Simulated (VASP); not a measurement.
ZnC4:

```
Zn C
1.0
     3.67136    0.00000    0.00000
    -1.83568    3.17949    0.00000
     0.00000    0.00000    4.71435
Zn C
1 4
Direct
  0.00000 0.00000 0.00000
  0.50000 0.00000 0.00000
  0.00000 0.50000 0.00000
  0.50000 0.50000 0.00000
  0.00000 0.00000 0.50000
```

The cell was built by a generator and needn't be a form met in nature.

The cell isn't the ideal one: random cell by space group and Wyckoff sites (P6/mmm, No. 191).

```yaml
Program: VASP 6.6.1
Task: relaxation of cell and atoms
Functional: PBE
Potentials_or_basis: VASP PAW PBE potentials, release 64 (Zn, C)
Cutoff: 600 eV
k_mesh: 6 × 6 × 4
Occupations: gaussian, width 0.1 eV
Spin: no spin polarisation
```

At the start: pressure 34.0 GPa; volume 11.01 Å³/atom.

Task: Where does the relaxation end?

Result: Over 8 steps the energy falls by 484.7 meV/atom and the volume is 12.41 Å³/atom (+12.7 %); space group P6/mmm (No. 191, to 0.05 Å).

The path:
| step | energy change (eV) | largest force (eV/Å) | pressure (GPa) | volume (Å³) |
| --- | --- | --- | --- | --- |
| 1 | 0.0000 | 0.0000 | 33.97 | 55.03 |
| 2 | -1.8930 | 0.0000 | -10.56 | 75.01 |
| 3 | -2.0961 | 0.0000 | -3.37 | 69.14 |
| 4 | -2.0959 | 0.0000 | -3.84 | 69.43 |
| 5 | -2.2497 | 0.0000 | -3.27 | 67.10 |
| 6 | -2.3879 | 0.0000 | 2.35 | 59.91 |
| 7 | -2.4215 | 0.0000 | -0.24 | 62.51 |
| 8 | -2.4235 | 0.0000 | 0.17 | 62.04 |

Final structure:
```xyz
5
Lattice="4.1841 0.0000 0.0000 -2.0921 3.6236 0.0000 0.0000 0.0000 4.0921" Properties=species:S:1:pos:R:3 pbc="T T T"
Zn   -2.0921    3.6236    4.0921
C     0.0000    3.6236    4.0921
C    -1.0460    1.8118    4.0921
C     1.0460    1.8118    0.0000
C    -2.0921    3.6236    2.0460
```
